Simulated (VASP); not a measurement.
A run of VASP 6.6.1 is set up as follows.

INCAR

```
SYSTEM = BH2ClO
PREC = Accurate ; ENCUT = 520
EDIFF = 1E-7 ; ISMEAR = 0
SIGMA = 0.01 ; LREAL = .False.
LASPH = .True. ; NELM = 60
ALGO = Normal ; ISIF = 2
LWAVE = .False. ; LCHARG = .False.
GGA = PE ; IBRION = 2
NSW = 60 ; EDIFFG = -0.01
```

KPOINTS

```
regular mesh
0
Gamma
  1 1 1
  0 0 0
```

File POSCAR:

```
BH2ClO
1.0
   12.0000000000      0.0000000000      0.0000000000
    0.0000000000     12.0000000000      0.0000000000
    0.0000000000      0.0000000000     11.0000000000
O B Cl H
1 1 1 2
Direct
    0.4395820000      0.4194410000      0.4910610000
    0.5430810000      0.4609080000      0.5058490000
    0.5778260000      0.5982950000      0.4576430000
    0.3905060000      0.4716470000      0.4554500000
    0.6145060000      0.4043650000      0.5496560000
```

Potentials or basis: VASP PAW PBE potentials, release 64 (O, B, Cl, H).

Command:

```sh
$ cat potpaw_PBE.64/O/POTCAR potpaw_PBE.64/B/POTCAR potpaw_PBE.64/Cl/POTCAR potpaw_PBE.64/H/POTCAR > POTCAR
$ mpirun -np 1 vasp_gam > vasp.out
```

(1) Predict the energy gained by relaxing.

(2) What does it give for the gap between the frontier levels?

Answers

(1) 5.6 meV/atom.

(2) 6.21 eV.
